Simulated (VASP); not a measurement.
Here is the system:

```xyz
3
Lattice="0.0000 2.5460 2.5460 2.5460 0.0000 2.5460 2.5460 2.5460 0.0000" Properties=species:S:1:pos:R:3 pbc="T T T"
Zr     0.0000     0.0000     0.0000
O      1.2730     1.2730     1.2730
O      3.8190     3.8190     3.8190
```

All values below come from r2SCAN meta-GGA, VASP's PBE PAW potentials (set 64) (plane waves; VASP). Run with 600 eV cut-off, 8×8×8 Γ-centred mesh, Gaussian smearing of 0.050 eV, potentials Zr_sv O.

Energy and stress use the plane-wave basis of the starting cell.

### Question
The ions, cell shape and volume at an external pressure of 15.0 GPa are relaxed. Which structure does the run end with?

### Answer

```xyz
3
Lattice="0.0000 2.5012 2.5012 2.5012 0.0000 2.5012 2.5012 2.5012 0.0000" Properties=species:S:1:pos:R:3 pbc="T T T"
Zr     2.5012     2.5012     5.0024
O      1.2506     1.2506     1.2506
O      3.7518     3.7518     3.7518
```
Space group Fm-3m (225), at a tolerance of 0.03 Å.

### Question
How do energy and volume change from the first to the last step?

### Answer
The energy (σ→0) changes by +24.8 meV/atom and the volume by -5.2 %, in 4 ionic steps.

The compound is ZrO2 in the fluorite structure, the high-temperature cubic form, which is unstable at 0 K; the monoclinic form is the stable one. This run relaxes it under an external pressure of 15 GPa. Symmetry was kept, so distortions that lower it aren't found.
